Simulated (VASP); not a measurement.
Runs of VASP 6.6.1 on CsLi2. Symmetry: P-6m2, No. 187, hexagonal system. Conventional cell: a = 3.966 Å, b = 3.966 Å, c = 10.028 Å, α = 90.00°, β = 90.00°, γ = 120.00°. Around Cs (site symmetry -6m2) lie 6 Cs at 3.97 Å and 6 Li at 4.18 Å. Li (site symmetry 3m) has 1 Li at 3.04 Å as nearest neighbours. The cell was built by a generator and needn't be a form met in nature.

| level | potentials or basis | gap on the mesh (eV) | pressure (GPa) | relaxed volume (Å³/atom) | largest force (eV/Å) |
| --- | --- | --- | --- | --- | --- |
| RPBE | VASP PAW PBE potentials, release 64 (Cs_sv, Li_sv) | none | 0.0 | 50.44 | 0.01 |
| LDA | VASP PAW LDA potentials, release 64 (Cs_sv, Li_sv) | none | 0.0 | 37.11 | 0.01 |
| optB88-vdW | VASP PAW PBE potentials, release 64 (Cs_sv, Li_sv) | none | 0.0 | (a) | - |
| PBEsol | VASP PAW PBE potentials, release 64 (Cs_sv, Li_sv) | none | 0.0 | 41.07 | - |
| rev-vdW-DF2 | VASP PAW PBE potentials, release 64 (Cs_sv, Li_sv) | none | 0.0 | 42.51 | - |
| PW91 | VASP PAW PBE potentials, release 64 (Cs_sv, Li_sv) | none | 0.0 | (c) | - |
| vdW-DF-cx | VASP PAW PBE potentials, release 64 (Cs_sv, Li_sv) | none | 0.0 | (b) | - |
| revPBE | VASP PAW PBE potentials, release 64 (Cs_sv, Li_sv) | none | 0.0 | 49.67 | - |

Alike in all rows: task relaxation of cell and atoms; no spin polarisation; cell relaxed; k mesh 8 × 8 × 3; cutoff (eV) 600; smearing fermi-dirac 0.05 eV.

Q: Fill in the values left out.

A: (a) 42.73; (b) 42.13; (c) 44.96.

Caveats: the cutoff is under 1.25 times the usual one of these potentials, so pressure, stress and relaxed cells hold a basis-set (Pulay) error; the PAW data sets were made with another functional, which shifts forces and pressure a little (some runs); the volume moved by over 15 % at a fixed basis, so the end points are rough (some runs).

A k mesh can miss the band edges, and the runs leave out spin-orbit coupling on Cs.

A gap of «none» marks a metal or a gap under the smearing width.

Runs at the PBE level aren't shown here.
